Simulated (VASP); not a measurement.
# ZnGa3Bi (Pm-3m) in VASP: single point with RPBE+D3

Aim: the single point of ZnGa3Bi with RPBE+D3.

Everything below comes from runs of VASP 6.6.1. Logs are shortened: lines on timing, memory, paths and dates and some standing lists are left out, and cuts for length are marked.

### 1 Starting point

Symmetry: Pm-3m, No. 221, cubic system. Conventional cell: a = 4.711 Å, b = 4.711 Å, c = 4.711 Å, α = 90.00°, β = 90.00°, γ = 90.00°. Around Zn (site symmetry m-3m) lie 6 Ga at 2.36 Å. Ga (site symmetry 4/mmm) is surrounded by 2 Zn at 2.36 Å. Bi (site symmetry m-3m) has 12 Ga at 3.33 Å as nearest neighbours.

The cell was built by a generator and needn't be a form met in nature.

### 2 Single point, RPBE+D3

Contents of run.py:

```python
from ase.calculators.vasp import Vasp
from ase.dft.bandgap import bandgap
from ase.io import read

atoms = read('POSCAR')
calc = Vasp(
    directory='calc',
    xc='rpbe',
    pp='PBE',
    setups={'base': 'minimal', 'Zn': '_GW', 'Ga': '_d_GW', 'Bi': '_d_GW'},
    prec='Accurate',
    encut=550,
    ediff=1e-06,
    ismear=-5,
    sigma=0.05,
    lreal=False,
    lasph=True,
    nelm=60,
    algo='Normal',
    isif=2,
    lwave=False,
    lcharg=False,
    ivdw=11,
    kpts=[4, 4, 4],
    gamma=True,
    nbands=42,
    nelect=67.9,
)
atoms.calc = calc

print('energy (eV):', atoms.get_potential_energy())
print('free energy (eV):', atoms.get_potential_energy(force_consistent=True))
print('forces (eV/A):')
print(atoms.get_forces())
print('stress (eV/A^3, Voigt):', atoms.get_stress())
print('Fermi level (eV):', calc.get_fermi_level())
gap, top, bottom = bandgap(calc)
print('band gap (eV):', gap, 'from (spin, k, band)', top, 'to', bottom)
```

Contents of POSCAR:

```
ZnGa3Bi
1.0
    4.7113867100      0.0000000000      0.0000000000
    0.0000000000      4.7113867100      0.0000000000
    0.0000000000      0.0000000000      4.7113867100
Zn Ga Bi
1 3 1
Direct
    0.5000000000      0.5000000000      0.5000000000
    0.5000000000      0.5000000000      0.0000000000
    0.0000000000      0.5000000000      0.5000000000
    0.5000000000      0.0000000000      0.5000000000
    0.0000000000      0.0000000000      0.0000000000
```

Potentials or basis: VASP PAW PBE potentials, release 64 (Zn_GW, Ga_d_GW, Bi_d_GW).

Launch:

```sh
> python run.py
```

Log:

```text
energy (eV): -12.81941079
free energy (eV): -12.81941079
forces (eV/A):
[[0. 0. 0.]
 [0. 0. 0.]
 [0. 0. 0.]
 [0. 0. 0.]
 [0. 0. 0.]]
stress (eV/A^3, Voigt): [-0.03797218 -0.03797218 -0.03797218 -0.          0.          0.        ]
Fermi level (eV): 4.89365754
band gap (eV): 0.0 from (spin, k, band) (None, None, None) to (None, None, None)
```

OUTCAR:

```text
ENCUT = 550.000000
   NELECT = 67.900000
   EDIFF = 1.00e-06
   GGA = RP
   PREC = Accurate
   ISIF = 2
   ISMEAR = -5
   NELM = 60
   IVDW = 11
   LASPH = .TRUE.
   LREAL = .FALSE.
 IVDW          = 11

 ion  position               nearest neighbor table
   1  0.500  0.500  0.500-   2 2.36   3 2.36   4 2.36   2 2.36   4 2.36   3 2.36
   2  0.500  0.500  0.000-   1 2.36   1 2.36
   3  0.000  0.500  0.500-   1 2.36   1 2.36
   4  0.500  0.000  0.500-   1 2.36   1 2.36
   5  0.000  0.000  0.000-

  LATTYP: Found a simple cubic cell.
 ALAT       =     4.7113867100

  Lattice vectors:

 A1 = (   4.7113867100,   0.0000000000,   0.0000000000)
 A2 = (   0.0000000000,   4.7113867100,   0.0000000000)
 A3 = (   0.0000000000,   0.0000000000,   4.7113867100)

Analysis of symmetry for initial positions (statically):
=====================================================================
 Subroutine PRICEL returns:
 Original cell was already a primitive cell.

 Routine SETGRP: Setting up the symmetry group for a
 simple cubic supercell.

 Subroutine GETGRP returns: Found 48 space group operations
 (whereof 48 operations were pure point group operations)
 out of a pool of 48 trial point group operations.

The static configuration has the point symmetry O_h .

Analysis of symmetry for dynamics (positions and initial velocities):
=====================================================================
 Subroutine PRICEL returns:
 Original cell was already a primitive cell.

 Routine SETGRP: Setting up the symmetry group for a
 simple cubic supercell.

 Subroutine GETGRP returns: Found 48 space group operations
 (whereof 48 operations were pure point group operations)
 out of a pool of 48 trial point group operations.

The dynamic configuration has the point symmetry O_h .

 Subroutine INISYM returns: Found 48 space group operations
 (whereof 48 operations are pure point group operations),
 and found     1 'primitive' translations

----------------------------------------------------------------------------------------

                                     Primitive cell

  volume of cell :     104.5794

  direct lattice vectors                    reciprocal lattice vectors
     4.711386710  0.000000000  0.000000000     0.212251734  0.000000000  0.000000000
     0.000000000  4.711386710  0.000000000     0.000000000  0.212251734  0.000000000
     0.000000000  0.000000000  4.711386710     0.000000000  0.000000000  0.212251734

  length of vectors
     4.711386710  4.711386710  4.711386710     0.212251734  0.212251734  0.212251734

  position of ions in fractional coordinates (direct lattice)
     0.500000000  0.500000000  0.500000000
     0.500000000  0.500000000  0.000000000
     0.000000000  0.500000000  0.500000000
     0.500000000  0.000000000  0.500000000
     0.000000000  0.000000000  0.000000000

  ion indices of the primitive-cell ions
   primitive index   ion index
                 1           1
                 2           2
                 3           3
                 4           4
                 5           5

----------------------------------------------------------------------------------------

 KPOINTS: KPOINTS created by Atomic Simulation Env

Automatic generation of k-mesh.
 Grid dimensions read from file:
 generate k-points for:    4    4    4

 Generating k-lattice:

  Cartesian coordinates                     Fractional coordinates (reciprocal lattice)
     0.053062934  0.000000000  0.000000000     0.250000000  0.000000000  0.000000000
     0.000000000  0.053062934  0.000000000     0.000000000  0.250000000  0.000000000
     0.000000000  0.000000000  0.053062934     0.000000000  0.000000000  0.250000000

  Length of vectors
     0.053062934  0.053062934  0.053062934

  Shift w.r.t. Gamma in fractional coordinates (k-lattice)
     0.000000000  0.000000000  0.000000000

 TETIRR: Found     30 inequivalent tetrahedra from      384

 Subroutine IBZKPT returns following result:
 ===========================================

 Found     10 irreducible k-points:

 Following reciprocal coordinates:
            Coordinates               Weight
  0.000000  0.000000  0.000000      1.000000
  0.250000  0.000000  0.000000      6.000000
  0.500000  0.000000  0.000000      3.000000
  0.250000  0.250000  0.000000     12.000000
  0.500000  0.250000  0.000000     12.000000
  0.500000  0.500000  0.000000      3.000000
  0.250000  0.250000  0.250000      8.000000
  0.500000  0.250000  0.250000     12.000000
  0.500000  0.500000  0.250000      6.000000
  0.500000  0.500000  0.500000      1.000000
   k-points           NKPTS =     10   k-points in BZ     NKDIM =     10   number of bands    NBANDS=     42
   number of dos      NEDOS =    301   number of ions     NIONS =      5
   total plane-waves  NPLWV =  46656
   dimension x,y,z NGX =    36 NGY =   36 NGZ =   36
   dimension x,y,z NGXF=    72 NGYF=   72 NGZF=   72
   ions per type =               1   3   1
   NGX,Y,Z   is equivalent  to a cutoff of  12.70, 12.70, 12.70 a.u.
   NGXF,Y,Z  is equivalent  to a cutoff of  25.41, 25.41, 25.41 a.u.
 SYSTEM =  unknown system
   PREC   = accura    normal or accurate (medium, high low for compatibility)
   ISTART =      0    job   : 0-new  1-cont  2-samecut
   ICHARG =      2    charge: 1-file 2-atom 10-const
   ISPIN  =      1    spin polarized calculation?
   LNONCOLLINEAR =      F non collinear calculations
   LSORBIT =      F    spin-orbit coupling
   LASPH  =      T    aspherical Exc in radial PAW
   ENCUT  =  550.0 eV  40.42 Ry    6.36 a.u.   9.01  9.01  9.01*2*pi/ulx,y,z
   NELM   =     60;   NELMIN=  2; NELMDL= -5     # of ELM steps
   EDIFF  = 0.1E-05   stopping-criterion for ELM
   LREAL  =      F    real-space projection
   EDIFFG = 0.1E-04   stopping-criterion for IOM
   NSW    =      0    number of steps for IOM
   IBRION =     -1    ionic relax: 0-MD 1-quasi-New 2-CG
   NFREE  =      0    steps in history (QN), initial steepest desc. (CG)
   ISIF   =      2    stress and relaxation
   ISYM   =      2    0-nonsym 1-usesym 2-fastsym
   POTIM  = 0.5000    time-step for ionic-motion
   TEBEG  =    0.0;   TEEND  =   0.0 temperature during run
   PSTRESS=    0.0 pullay stress
   NELECT =      67.9000    total number of electrons
   NUPDOWN=      -1.0000    fix difference up-down
   EMIN   =  10.00;   EMAX   =-10.00  energy-range for DOS
   EFERMI =   0.00;   METHOD = LEGACY
   ISMEAR =    -5;   SIGMA  =   0.05  broadening in eV -4-tet -1-fermi 0-gaus
   EFERMI_NEDOS =   21; number of points for ismear=-14 and -15
   IALGO  =     38    algorithm
   IMIX   =      4    mixing-type and parameters
     AMIX     =   0.40;   BMIX     =  1.00
     AMIX_MAG =   1.60;   BMIX_MAG =  1.00
  volume/ion in A,a.u.               =      20.92       141.15
  Fermi-wavevector in a.u.,A,eV,Ry     =   1.417586  2.678849 27.341579  2.009549
  Thomas-Fermi vector in A             =   2.538800
   LORBIT       =      0    0 simple, 1 ext, 2 COOP (PROOUT), +10 PAW based schemes
   GGA     = RP    functional components
   LHFCALC =     F    Hartree Fock is set to
   AEXX    =    0.0000 exact exchange contribution
   IVDW    =    11    specifies the selected vdW correction
   LEPSILON=     F    determine dielectric tensor
   LRPA    =     F    only Hartree local field effects (RPA)
 non-spin polarized calculation
 Fermi weights with tetrahedron method with Bloechl corrections
  energy-cutoff  :      550.00
  volume of cell :      104.58
 maximum number of plane-waves:      3112
   NGX = 19   NGY = 19   NGZ = 19

 number of electron      67.8999953 magnetization

 Free energy of the ion-electron system (eV)
  ---------------------------------------------------
  ext. energy  EPLUGINS =         0.00000000
  ---------------------------------------------------
  free energy    TOTEN  =       -10.86322065 eV

  energy without entropy =      -10.86322065  energy(sigma->0) =      -10.86322065

 E-fermi :   4.8937     XC(G=0): -10.7421

 val. band max:        5.2420193328   @ k =   0.2500   0.2500   0.2500
 cond. band min:       4.6893252026   @ k =   0.5000   0.5000   0.0000
 fundamental gap:     -0.5526941302
 Fermi energy:         4.8936575401

 k-point     1 :       0.0000    0.0000    0.0000
  band No.  band energies     occupation
      1    -148.2453      2.00000
      2     -17.6964      2.00000
      3     -17.6964      2.00000
      4     -17.6951      2.00000
      5     -17.6951      2.00000
      6     -17.6951      2.00000
[... 34 lines left out ...]
     41      11.1625      0.00000
     42      11.2006      0.00000

 k-point     2 :       0.2500    0.0000    0.0000
  band No.  band energies     occupation
      1    -148.2452      2.00000
      2     -17.6961      2.00000
      3     -17.6957      2.00000
      4     -17.6957      2.00000
      5     -17.6950      2.00000
      6     -17.6932      2.00000
[... 34 lines left out ...]
     41      11.1586      0.00000
     42      11.1665      0.00000

 k-point     3 :       0.5000    0.0000    0.0000
  band No.  band energies     occupation
      1    -148.2452      2.00000
      2     -17.6963      2.00000
      3     -17.6963      2.00000
      4     -17.6958      2.00000
      5     -17.6948      2.00000
      6     -17.6899      2.00000
[... 267 lines left out ...]
      4     -17.6976      2.00000
      5     -17.6897      2.00000
      6     -17.6865      2.00000
[... 34 lines left out ...]
     41      11.2399      0.00000
     42      11.5969      0.00000

 k-point    10 :       0.5000    0.5000    0.5000
  band No.  band energies     occupation
      1    -148.2453      2.00000
      2     -17.6990      2.00000
      3     -17.6990      2.00000
      4     -17.6990      2.00000
      5     -17.6866      2.00000
      6     -17.6866      2.00000
[... 34 lines left out ...]
     41      11.7066      0.00000
     42      11.7069      0.00000

------------------------ aborting loop because EDIFF is reached ----------------------------------------

 Edisp (eV)   -1.95619

 E8    (eV) :    -0.5766

  FORCE on cell =-STRESS in cart. coord.  units (eV):
  Direction    XX          YY          ZZ          XY          YZ          ZX
  --------------------------------------------------------------------------------------
  -------------------------------------------------------------------------------------
  Total       3.97111     3.97111     3.97111     0.00000     0.00000    -0.00000
  in kB      60.83815    60.83815    60.83815     0.00000     0.00000    -0.00000
  external pressure =       60.84 kB  Pullay stress =        0.00 kB

 VOLUME and BASIS-vectors are now :
 -----------------------------------------------------------------------------
  energy-cutoff  :      550.00
  volume of cell :      104.58
      direct lattice vectors                 reciprocal lattice vectors
     4.711386710  0.000000000  0.000000000     0.212251734  0.000000000  0.000000000
     0.000000000  4.711386710  0.000000000     0.000000000  0.212251734  0.000000000
     0.000000000  0.000000000  4.711386710     0.000000000  0.000000000  0.212251734

 POSITION                                       TOTAL-FORCE (eV/Angst)
 -----------------------------------------------------------------------------------
      2.35569      2.35569      2.35569         0.000000      0.000000      0.000000
      2.35569      2.35569      0.00000         0.000000      0.000000      0.000000
      0.00000      2.35569      2.35569         0.000000      0.000000      0.000000
      2.35569      0.00000      2.35569         0.000000      0.000000      0.000000
      0.00000      0.00000      0.00000         0.000000      0.000000      0.000000
 -----------------------------------------------------------------------------------
    total drift:                                0.000000      0.000000      0.000000

  FREE ENERGIE OF THE ION-ELECTRON SYSTEM (eV)
  ---------------------------------------------------
  free  energy   TOTEN  =       -12.8194107889 eV

  energy  without entropy=      -12.8194107889  energy(sigma->0) =      -12.81941079
```

INCAR:

```text
ENCUT = 550.000000
NELECT = 67.900000
SIGMA = 0.050000
EDIFF = 1.00e-06
ALGO = Normal
GGA = RP
PREC = Accurate
ISIF = 2
ISMEAR = -5
NBANDS = 42
NELM = 60
IVDW = 11
LASPH = .TRUE.
LCHARG = .FALSE.
LWAVE = .FALSE.
LREAL = .FALSE.
```

It took 72 s on 1 thread of AMD EPYC 7R43 (Zen 3), shared host; peak memory 0.22 GiB.

The run converged, but some of its settings lie outside the range that counts as converged (typed here: k = 4 × 4 × 4; NELECT = 67.900000), so its numbers aren't taken as properties of the crystal.

What came out:

```yaml
Free_energy: -12.8194 eV
Band_gap_on_the_k_mesh: none (metal or under the smearing width)
Dispersion_energy_per_atom: -0.391 eV
```

Caveat: the cell is charged against a uniform background, so pressure and absolute levels hang on convention; the PAW data sets were made with another functional, which shifts forces and pressure a little; spin-orbit coupling is left out, which moves the levels of the heavy elements; pairwise dispersion overbinds metals, which lowers pressure and volume; tetrahedron occupations give inexact forces and stress in metals.

### 3 For comparison

An earlier run on the cell as given: functional PBE; potentials or basis VASP PAW PBE potentials, release 64 (Zn, Ga_d, Bi_d); cutoff 520 eV; k mesh 6 × 6 × 6; occupations fermi-dirac, width 0.05 eV; no spin polarisation.

* Pressure: 8.0 GPa
* Band gap on the k mesh: none (metal or under the smearing width)
